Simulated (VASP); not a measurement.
Consider the following.

```
ZrO2
1.0
    0.00000     2.54313     2.54313
    2.54313     0.00000     2.54313
    2.54313     2.54313     0.00000
Zr O
1 2
Direct
  0.00000   0.00000   0.00000
  0.25000   0.25000   0.25000
  0.75000   0.75000   0.75000
```

Level of theory: MS2 meta-GGA, VASP's PBE PAW potentials (set 64) (plane waves; VASP). Run with 520 eV cut-off, 8×8×8 Γ-centred mesh, tetrahedra with Blöchl corrections, potentials Zr_sv O.

Question: Predict the energy per atom (σ→0), band gap (over mesh and band path) with the smallest direct gap where there is one.

Answer: 
```yaml
band gap (over mesh and band path): 3.68 eV
smallest direct gap (over mesh and band path): 4.06 eV
energy per atom (σ→0): -11.114 eV/atom
```

The absolute energy has meaning only against runs of the same code, potentials and settings.

The compound is ZrO2 in the fluorite structure, the high-temperature cubic form, which is unstable at 0 K; the monoclinic form is the stable one. It was relaxed first.
